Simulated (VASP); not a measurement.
Consider the following.

```yaml
crystal:
  lattice:
    - [0.00000, 2.30053, 2.30053]
    - [2.30053, 0.00000, 2.30053]
    - [2.30053, 2.30053, 0.00000]
  atoms:
    - { symbol: As, position: [0.00000, 0.00000, 0.00000] }
    - { symbol: B, position: [0.50000, 0.50000, 0.50000] }
```

Calculation: r2SCAN meta-GGA, VASP's PBE PAW potentials (set 64) (plane waves; VASP). Run with 520 eV cut-off, 15×15×15 Γ-centred mesh, tetrahedra with Blöchl corrections, potentials As B.

**Question.** Give the energies of bands 2 to 7 at the high-symmetry points, in eV from the Fermi level.

**Answer.** 
| band | Γ | X | U | L | W |
|---|---|---|---|---|---|
| 2 | -0.07 | -8.31 | -8.06 | -10.37 | -7.48 |
| 3 | -0.07 | -4.00 | -7.48 | 1.15 | -6.71 |
| 4 | -0.07 | -4.00 | -3.06 | 1.15 | -6.71 |
| 5 | 3.89 | -3.64 | -0.55 | 1.32 | 3.35 |
| 6 | 8.22 | 4.12 | 7.85 | 1.32 | 4.48 |
| 7 | 8.22 | 11.40 | 7.85 | 4.67 | 10.09 |

It has no gap at this level: it comes out as a metal or semimetal.

The structure was generated: BAs was put into the rocksalt type (Fm-3m), which need not be its known phase. It was relaxed first, which changed the volume by +13 %.
